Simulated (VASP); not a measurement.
Calculation: r2SCAN meta-GGA, VASP's PBE PAW potentials (set 64) (plane waves; VASP 6.6.1).

VASP input:

KPOINTS:
```
Regular mesh
0
gamma
8 8 8
```

INCAR:
```
# general
SYSTEM  = FeGe2
PREC    = Accurate
ENCUT   = 400   # plane-wave cut-off (eV)
LREAL   = .False.
LASPH   = .True.

# electronic loop
EDIFF   = 1E-6
NELM    = 100   # most electronic steps
ALGO    = Normal
LMAXMIX = 4   # l cut-off of mixed one-centre charges
LMIXTAU = .True.

# smearing
ISMEAR  = 1
SIGMA   = 0.1

# functional
METAGGA = R2SCAN

# spin
ISPIN   = 2   # spin-polarised
MAGMOM  = 2.3 2*-0.0

# ions
IBRION  = 2
NSW     = 60   # most ionic steps
ISIF    = 3   # ions, shape and volume
EDIFFG  = -0.02   # ionic stop

# output
LWAVE   = .False.
LCHARG  = .False.
LORBIT  = 10
```

POSCAR:
```
FeGe2
1
   -0.0000000000     2.9108556360     2.9108556360
    2.9108556360    -0.0000000000     2.9108556360
    2.9108556360     2.9108556360     0.0000000000
Fe Ge
1 2
Direct
  0.0000000000   0.0000000000   0.0000000000
  0.2500000000   0.2500000000   0.2500000000
  0.7500000000   0.7500000000   0.7500000000
```

POTCAR, in this order: Fe Ge_d (PBE.64 set). Program: vasp_std.

Task: Predict the energy per atom (σ→0), cell moment, volume per atom, band gap (on the k-mesh).

Result: 
- energy per atom (σ→0) = -13.815 eV/atom
- cell moment = 2.17 μB
- band gap (on the k-mesh) = none (metal, semimetal or under 0.01 eV)
- volume per atom = 16.39 Å³/atom

**OSZICAR**
```
...
DAV:   3    -0.414458477437E+02    0.17325E-02   -0.80209E-03  2992   0.124E+00    0.171E-01
DAV:   4    -0.414453837622E+02    0.46398E-03   -0.11092E-03  3519   0.472E-01    0.628E-02
DAV:   5    -0.414453696736E+02    0.14089E-04   -0.60755E-05  3154   0.110E-01    0.229E-02
DAV:   6    -0.414453509568E+02    0.18717E-04   -0.22495E-05  3239   0.863E-02    0.961E-03
DAV:   7    -0.414453454393E+02    0.55176E-05   -0.16283E-06  1850   0.185E-02    0.308E-03
DAV:   8    -0.414453439372E+02    0.15021E-05   -0.40616E-07  1446   0.742E-03    0.174E-03
DAV:   9    -0.414453433660E+02    0.57123E-06   -0.74561E-08  1404   0.381E-03
   2 F= -.41445343E+02 E0= -.41445357E+02  d E =-.753196E-04  mag=     2.1731
```

The structure was generated: FeGe2 was put into the fluorite type (Fm-3m), which need not be its known phase. This run relaxes it. Symmetry was kept, so distortions that lower it aren't found. The start is the result of an earlier pass.
